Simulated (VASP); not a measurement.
# Gap, carriers and strain in BiAs (F-43m), part 2 of 3

Aim: the gap of BiAs, the masses at its band edges and their response to strain. The cell is generated by rule, not measured, and may not be a known phase.

VASP 6.6.1, plane waves and PAW; the level of theory is named at each step.

Still holding for the runs below: The k-mesh is coarse for a metal.

So far. Step 3 (Bands on a dense mesh): At 13.1 GPa the cell is away from the equilibrium volume of this level: left free, it would expand.

The structure was built from a prototype and need not be the compound's stable phase.

**4. Bands with spin-orbit coupling**

This step: PBE, spin-orbit coupling; plane waves and PAW (As, Bi_d); invented cell (VASP 6.6.1).

Spin-orbit coupling can split and shift the band edges, more so for heavy elements, so the bands are solved again with spinors.

The input, INCAR:

```
SYSTEM = BiAs
PREC = Accurate
ENCUT = 400
EDIFF = 1E-06
NELM = 100
ISMEAR = 0
SIGMA = 0.02
LREAL = .FALSE.
ALGO = Normal
GGA = PE
LNONCOLLINEAR = .TRUE.
MAGMOM = 0 0 0 0 0 0
NBANDS = 32
GGA_COMPAT = .FALSE.
LASPH = .TRUE.
LSORBIT = .TRUE.
LORBIT = 11
LWAVE = .FALSE.
LCHARG = .FALSE.
KPAR = 4
ISIF = 2
```

The input, POSCAR:

```
BiAs
1.0
    0.0000000000      3.1176900000      3.1176900000
    3.1176900000      0.0000000000      3.1176900000
    3.1176900000      3.1176900000      0.0000000000
As Bi
1 1
Direct
    0.0000000000      0.0000000000      0.0000000000
    0.2500000000      0.2500000000      0.2500000000
```

The input, KPOINTS:

```
Automatic mesh
0
Gamma
8 8 8
0 0 0
```

The input, KPOINTS_OPT:

```
Line mode
16
Line-mode
Reciprocal
  0.00000000   0.00000000   0.00000000 GAMMA
  0.50000000   0.00000000   0.50000000 X

  0.50000000   0.00000000   0.50000000 X
  0.50000000   0.25000000   0.75000000 W

  0.50000000   0.25000000   0.75000000 W
  0.37500000   0.37500000   0.75000000 K

  0.37500000   0.37500000   0.75000000 K
  0.00000000   0.00000000   0.00000000 GAMMA

  0.00000000   0.00000000   0.00000000 GAMMA
  0.50000000   0.50000000   0.50000000 L

  0.50000000   0.50000000   0.50000000 L
  0.62500000   0.25000000   0.62500000 U

  0.62500000   0.25000000   0.62500000 U
  0.50000000   0.25000000   0.75000000 W

  0.50000000   0.25000000   0.75000000 W
  0.50000000   0.50000000   0.50000000 L

  0.50000000   0.50000000   0.50000000 L
  0.37500000   0.37500000   0.75000000 K

  0.62500000   0.25000000   0.62500000 U
  0.50000000   0.00000000   0.50000000 X
```

Potentials, in the order of the species: As and Bi_d (PBE family, release 64).

The run is started by

```bash
$ mpirun -np 4 vasp_ncl
```

Log:

```text
[... set-up lines as in an earlier step ...]
 entering main loop
       N       E                     dE             d eps       ncg     rms          rms(c)
DAV:   1     0.179381084996E+03    0.17938E+03   -0.85565E+03  2752   0.111E+03
DAV:   2     0.976524207107E+01   -0.16962E+03   -0.16409E+03  2848   0.339E+02
DAV:   3    -0.784114657589E+01   -0.17606E+02   -0.17310E+02  3424   0.123E+02
DAV:   4    -0.848805667502E+01   -0.64691E+00   -0.64431E+00  3216   0.261E+01
DAV:   5    -0.851810957797E+01   -0.30053E-01   -0.30051E-01  4008   0.523E+00    0.293E+00
DAV:   6    -0.836385646555E+01    0.15425E+00   -0.30648E-01  3424   0.292E+00    0.171E+00
DAV:   7    -0.835241885577E+01    0.11438E-01   -0.80761E-02  3240   0.136E+00    0.838E-01
DAV:   8    -0.835009944291E+01    0.23194E-02   -0.74708E-03  3808   0.789E-01    0.395E-01
DAV:   9    -0.835018740122E+01   -0.87958E-04   -0.82045E-04  3224   0.185E-01    0.728E-02
DAV:  10    -0.835015375540E+01    0.33646E-04   -0.29735E-04  3624   0.176E-01    0.261E-02
DAV:  11    -0.835017224788E+01   -0.18492E-04   -0.64943E-05  3440   0.458E-02    0.105E-02
DAV:  12    -0.835017642029E+01   -0.41724E-05   -0.18200E-05  3496   0.496E-02    0.558E-03
DAV:  13    -0.835017617173E+01    0.24856E-06   -0.15150E-06  2816   0.838E-03
   1 F= -.83501762E+01 E0= -.83500339E+01  d E =-.284446E-03  mag=    -0.0000     0.0000     0.0000
 Start KPOINTS_OPT (optional k-point list driver)
k-point batch [1-43\160]
       N       E                     dE             ncg
DAV:   1     0.199942275523E+03   -0.18725E+05     2752
DAV:   2    -0.701847238697E+04   -0.72184E+04     2840
DAV:   3    -0.775306319954E+04   -0.73459E+03     3512
DAV:   4    -0.777971408219E+04   -0.26651E+02     3456
DAV:   5    -0.778076929863E+04   -0.10552E+01     3936
DAV:   6    -0.778079474169E+04   -0.25443E-01     3880
DAV:   7    -0.778079527476E+04   -0.53307E-03     3912
DAV:   8    -0.778079528624E+04   -0.11474E-04     3608
DAV:   9    -0.778079528650E+04   -0.26291E-06     2272
[...]
k-point batch [130-160\160]
       N       E                     dE             ncg
DAV:   1     0.591608058502E+04   -0.16571E+05     1984
DAV:   2     0.695094352870E+03   -0.52210E+04     2008
DAV:   3     0.169972612969E+03   -0.52512E+03     2560
DAV:   4     0.151735329654E+03   -0.18237E+02     2440
DAV:   5     0.150962928695E+03   -0.77240E+00     2808
DAV:   6     0.150941229298E+03   -0.21699E-01     2744
DAV:   7     0.150940719455E+03   -0.50984E-03     2800
DAV:   8     0.150940709486E+03   -0.99689E-05     2624
DAV:   9     0.150940709313E+03   -0.17361E-06     1616
```

Elapsed: 74 s, on 4 MPI ranks of Intel Xeon 6975P-C (Granite Rapids), shared host; peak memory 1.5 GiB; 4.9 min of CPU time.

Parts of OUTCAR (step 4):

```text
The static configuration has the point symmetry T_d .

 Found     43 irreducible k-points:

   k-points           NKPTS =     43   k-points in BZ     NKDIM =     43   number of bands    NBANDS=     32

   NELECT =      20.0000    total number of electrons

 E-fermi :   5.4722

 k-point     1 :       0.0000    0.0000    0.0000
  band No.  band energies     occupation
    ...
     16       2.7465      1.00000
     17       3.8561      1.00000
     18       3.8561      1.00000
     19       3.8561      1.00000
     20       3.8561      1.00000
     21       5.5573      0.00000
     22       5.5573      0.00000
     23       6.8422      0.00000
     24       6.8422      0.00000
     25       6.8422      0.00000
    ...

 k-point     2 :       0.1250    0.0000    0.0000
  band No.  band energies     occupation
    ...
     16       2.6453      1.00000
     17       3.6323      1.00000
     18       3.6476      1.00000
     19       3.6792      1.00000
     20       3.6792      1.00000
     21       5.9724      0.00000
     22       5.9724      0.00000
     23       7.0304      0.00000
     24       7.0304      0.00000
     25       7.1371      0.00000
    ...

  Total        5.1628626      5.1628626      5.1628626      0.0000000      0.0000000      0.0000000
  in kB      136.4810531    136.4810531    136.4810531      0.0000000      0.0000000      0.0000000
  external PRESSURE =     136.4810531 kB  Pullay stress =       0.0000000 kB

 POSITION                                       TOTAL-FORCE (eV/Angst)
 -----------------------------------------------------------------------------------
      0.00000      0.00000      0.00000        -0.000000     -0.000000      0.000000
      1.55885      1.55885      1.55885         0.000000      0.000000     -0.000000
 -----------------------------------------------------------------------------------
    total drift:                               -0.000000     -0.000000     -0.000000

  FREE ENERGIE OF THE ION-ELECTRON SYSTEM (eV)
  ---------------------------------------------------
  free  energy   TOTEN  =        -8.3501761717 eV

  energy  without entropy=       -8.3498917253  energy(sigma->0) =       -8.35003395

 Spin-Orbit-Coupling matrix elements
 Ion:    1  E_soc:     -0.0374156
 Ion:    2  E_soc:     -1.5409151

 total charge
# of ion       s       p       d       tot
------------------------------------------
    1        1.316   1.454   0.036   2.806
    2        1.563   1.378   9.954  12.895
--------------------------------------------------
tot          2.879   2.832   9.990  15.702

 magnetization (x)
# of ion       s       p       d       tot
------------------------------------------
    1        0.000   0.000   0.000   0.000
    2       -0.000   0.000   0.000   0.000
--------------------------------------------------
tot          0.000   0.000   0.000   0.000

 magnetization (y)
# of ion       s       p       d       tot
------------------------------------------
    1        0.000   0.000   0.000   0.000
    2        0.000   0.000   0.000   0.000
--------------------------------------------------
tot          0.000   0.000   0.000   0.000

 magnetization (z)
# of ion       s       p       d       tot
------------------------------------------
    1        0.000  -0.000  -0.000  -0.000
    2        0.000  -0.000   0.000  -0.000
--------------------------------------------------
tot          0.000  -0.000  -0.000  -0.000

[... 6 parts as in an earlier step ...]

[... 6 further parts left out ...]
```

LASPH is on here and off in the session's scalar semilocal runs, so a comparison with those holds both changes.

Numbers from this step:

| Item | Value |
| --- | --- |
| SCF cycles | 13 |
| bands | 32 |
| irreducible k-points | 43 |
| free energy (TOTEN) | -8.350 eV |
| energy at zero smearing | -8.350 eV |
| Fermi energy | 5.472 eV |
| pressure | 13.65 GPa |

The spin moment in the PAW sphere vanishes on all atoms.

On-site spin-orbit energy by atom:

```csv
atom,on-site spin-orbit energy (eV)
As1,-0.04
Bi2,-1.54
```

The electronic bands at the labelled points (eV, zero at the Fermi level; # counts the bands kept, so #1 is VASP's band 13):

```csv
point,#5,#6,#7,#8,#9,#10,#11,#12
Γ,-1.62,-1.62,-1.62,-1.62,0.09,0.09,1.37,1.37
0.53 of the way,-3.24,-3.24,-0.56,-0.56,-0.21,-0.21,3.13,3.13
X,-3.98,-3.98,-0.71,-0.71,-0.66,-0.66,5.23,5.23
0.47 of the way,-4.24,-4.18,-0.29,-0.10,-0.08,0.31,4.12,4.58
W,-4.48,-4.42,0.72,0.90,0.92,2.27,2.53,2.65
0.47 of the way,-4.35,-4.08,-0.02,0.19,1.23,1.72,3.09,3.47
K,-3.95,-3.80,-0.65,-0.57,1.31,1.62,3.67,4.20
0.53 of the way,-2.71,-2.43,-1.37,-1.09,1.08,1.54,1.92,2.07
Γ,-1.62,-1.62,-1.62,-1.62,0.09,0.09,1.37,1.37
0.47 of the way,-2.19,-2.17,-2.13,-2.13,1.15,1.15,2.11,2.13
L,-2.66,-2.66,-2.65,-2.65,1.75,1.75,2.47,2.47
0.47 of the way,-3.44,-3.26,-1.17,-0.92,1.74,1.84,2.91,2.94
U,-3.95,-3.80,-0.65,-0.57,1.31,1.62,3.67,4.20
0.47 of the way,-4.29,-4.02,-0.16,0.06,1.25,1.69,3.19,3.61
W,-4.48,-4.42,0.72,0.90,0.92,2.27,2.53,2.65
0.47 of the way,-3.84,-3.49,-0.63,-0.31,1.49,1.96,2.98,3.22
L,-2.66,-2.66,-2.65,-2.65,1.75,1.75,2.47,2.47
0.47 of the way,-3.44,-3.26,-1.17,-0.92,1.74,1.84,2.91,2.94
K,-3.95,-3.80,-0.65,-0.57,1.31,1.62,3.67,4.20
jump to U,-3.95,-3.80,-0.65,-0.57,1.31,1.62,3.67,4.20
0.47 of the way,-4.12,-3.98,-0.69,-0.66,-0.02,0.26,4.50,4.89
X,-3.98,-3.98,-0.71,-0.71,-0.66,-0.66,5.23,5.23
```

Of the projections kept (As, Bi), the largest for each band there; the rest of the weight can lie on other orbitals:

```
point       #5       #6       #7       #8       #9      #10      #11      #12
    Γ  As 0.65  As 0.65  As 0.65  As 0.65  As 0.52  As 0.52  Bi 0.78  Bi 0.78
    X  As 0.53  As 0.53  As 0.66  As 0.66  Bi 0.70  Bi 0.70  Bi 0.51  Bi 0.51
    W  As 0.53  Bi 0.53  As 0.75  As 0.75  Bi 0.75  Bi 0.77  As 0.72  As 0.71
    K  Bi 0.52  As 0.51  Bi 0.53  As 0.55  As 0.54  As 0.58  Bi 0.52  Bi 0.59
    Γ  As 0.65  As 0.65  As 0.65  As 0.65  As 0.52  As 0.52  Bi 0.78  Bi 0.78
    L  As 0.56  As 0.56  As 0.51  As 0.51  Bi 0.55  Bi 0.55  Bi 0.67  Bi 0.67
```

**5. Orbitals for bands with HSE06**

This step: PBE; plane waves and PAW (As, Bi_d); invented cell (VASP 6.6.1).

The hybrid starts from PBE orbitals, which saves many expensive cycles.

The input, INCAR:

```
SYSTEM = BiAs
PREC = Accurate
ENCUT = 400
EDIFF = 1E-05
NELM = 100
ISMEAR = 0
SIGMA = 0.02
LREAL = .FALSE.
ALGO = Normal
GGA = PE
NBANDS = 16
LORBIT = 11
LWAVE = .TRUE.
LCHARG = .FALSE.
KPAR = 4
```

POSCAR is that of step 4.

The input, KPOINTS:

```
Automatic mesh
0
Gamma
4 4 4
0 0 0
```

The run is started by

```bash
$ mpirun -np 4 vasp_std
```

Log:

```text
[... set-up lines as in an earlier step ...]
 entering main loop
       N       E                     dE             d eps       ncg     rms          rms(c)
DAV:   1     0.130337588890E+03    0.13034E+03   -0.90065E+03   256   0.110E+03
DAV:   2     0.117999349794E+01   -0.12916E+03   -0.12667E+03   272   0.295E+02
DAV:   3    -0.780949197638E+01   -0.89895E+01   -0.89720E+01   352   0.850E+01
DAV:   4    -0.801067294033E+01   -0.20118E+00   -0.20116E+00   344   0.147E+01
DAV:   5    -0.801795872089E+01   -0.72858E-02   -0.72857E-02   360   0.232E+00    0.289E+00
DAV:   6    -0.785398768604E+01    0.16397E+00   -0.40838E-01   368   0.367E+00    0.172E+00
DAV:   7    -0.784435131477E+01    0.96364E-02   -0.87104E-02   304   0.132E+00    0.632E-01
DAV:   8    -0.784306785398E+01    0.12835E-02   -0.75576E-03   352   0.697E-01    0.190E-01
DAV:   9    -0.784303032969E+01    0.37524E-04   -0.11353E-03   320   0.220E-01    0.473E-02
DAV:  10    -0.784302206633E+01    0.82634E-05   -0.21664E-04   376   0.110E-01    0.185E-02
DAV:  11    -0.784301875598E+01    0.33103E-05   -0.16788E-05   232   0.328E-02
   1 F= -.78430188E+01 E0= -.78424898E+01  d E =-.105786E-02
 writing wavefunctions
```

The job ended after 2.6 s (4 MPI ranks; peak memory 0.58 GiB).

From OUTCAR (step 5):

```text
   k-points           NKPTS =      8   k-points in BZ     NKDIM =      8   number of bands    NBANDS=     16

   NELECT =      20.0000    total number of electrons

 E-fermi :   5.2325

 k-point     1 :       0.0000    0.0000    0.0000
  band No.  band energies     occupation
    ...
      6      -8.8471      2.00000
      7      -0.5081      2.00000
      8       3.5315      2.00000
      9       3.5315      2.00000
     10       3.5315      2.00000
     11       6.3431      0.00000
     12       6.3431      0.00000
     13       6.3431      0.00000
     14       9.4696      0.00000
     15      13.2962      0.00000
    ...

  Total        4.3756938      4.3756938      4.3756938     -0.0000000     -0.0000000      0.0000000
  in kB      115.6721265    115.6721265    115.6721265     -0.0000000     -0.0000000      0.0000000
  external PRESSURE =     115.6721265 kB  Pullay stress =       0.0000000 kB

  FREE ENERGIE OF THE ION-ELECTRON SYSTEM (eV)
  ---------------------------------------------------
  free  energy   TOTEN  =        -7.8430187560 eV

  energy  without entropy=       -7.8419609005  energy(sigma->0) =       -7.84248983

[... 7 parts as in an earlier step ...]

[... 10 further parts left out ...]
```

Numbers from this step:

* SCF cycles: 11
* bands: 16
* irreducible k-points: 8
* free energy (TOTEN): -7.843 eV
* energy at zero smearing: -7.842 eV
* Fermi energy: 5.232 eV
* pressure: 11.57 GPa

The run ends at a pressure of 11.57 GPa.

(Part 2 of 3 ends here.)

[Lines on the potential files, build, host, timing and source positions are cut from VASP's logs without a mark.]

[Logs are printed without paths, hosts, clocks, repeated set-up lines and the standing remarks that a program may print on its own settings, such as how far it seeks lower states.]

[Hosts, paths, dates, database ids (printed as entryN), source tags and the programs' standing remarks are cut or masked in the printed files.]

[In band tables of VASP the shares of atoms and orbitals are scaled to a sum of 1 inside the atoms' spheres.]

[Gaps and slopes under strain along one axis are those of the sampled path and mesh points; where strain splits equal valleys, another of them can be the edge.]
